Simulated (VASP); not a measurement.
# CuPb: band structure with PBEsol+D4+U

Crystal: CuPb.

```
CELL_PARAMETERS angstrom
3.51469 0.00000 0.00000
-1.75734 3.04381 0.00000
0.00000 0.00000 3.42910
ATOMIC_POSITIONS crystal
Cu 0.00000 0.00000 0.00000
Pb 0.33333 0.66667 0.50000
```

The cell was built by a generator and needn't be a form met in nature.

```
Program                : VASP 6.6.1
Task                   : band structure
Functional             : PBEsol
Dispersion             : D4
Potentials or basis    : VASP PAW PBE potentials, release 64 (Cu_sv_GW, Pb_d_GW)
Cutoff                 : 600 eV
k mesh                 : 11 × 11 × 10
Occupations            : methfessel-paxton, width 0.1 eV
Spin                   : no spin polarisation
Hubbard terms          : Cu d U = 4.5 eV
Further INCAR settings : ALGO = Normal; EDIFF = 1.00e-06; NBANDS = 24; ISYM = 0; NELMDL = -8
```

```json
{
 "Band gap along the path": "none (metal or under the smearing width)",
 "Dispersion energy per atom": "-0.304 eV"
}
```

Levels at the corners of the path, in eV from the Fermi level:
| point | band 15 | band 16 | band 17 | band 18 | band 19 | band 20 |
| --- | --- | --- | --- | --- | --- | --- |
| Γ | -4.09 | -4.09 | 1.21 | 4.62 | 4.62 | 4.89 |
| M | -4.05 | -4.01 | -3.56 | 0.70 | 4.99 | 5.29 |
| K | -4.09 | -3.72 | -3.54 | -3.32 | 6.43 | 8.53 |
| Γ | -4.09 | -4.09 | 1.21 | 4.62 | 4.62 | 4.89 |
| A | -4.19 | -4.19 | -3.89 | 6.84 | 6.84 | 8.80 |
| L | -3.99 | -3.96 | -2.85 | -2.06 | 0.17 | 4.46 |
| H | -4.01 | -2.72 | -2.50 | -1.73 | 0.32 | 0.77 |
| A | -4.19 | -4.19 | -3.89 | 6.84 | 6.84 | 8.80 |
| L | -3.99 | -3.96 | -2.85 | -2.06 | 0.17 | 4.46 |
| M | -4.05 | -4.01 | -3.56 | 0.70 | 4.99 | 5.29 |
| K | -4.09 | -3.72 | -3.54 | -3.32 | 6.43 | 8.53 |
| H | -4.01 | -2.72 | -2.50 | -1.73 | 0.32 | 0.77 |

It took 85 s on 1 thread of Intel(R) Xeon(R) 6975P-C (Granite Rapids), on a shared host, peak memory 0.22 GiB.

Caveat: the log is that of the step along the path at fixed density, whose energy, stress, charges and moments have no meaning; spin-orbit coupling is left out, which moves the levels of the heavy elements; U without spin polarisation on a metal has little footing; the U is typed as a test and isn't derived for this compound.
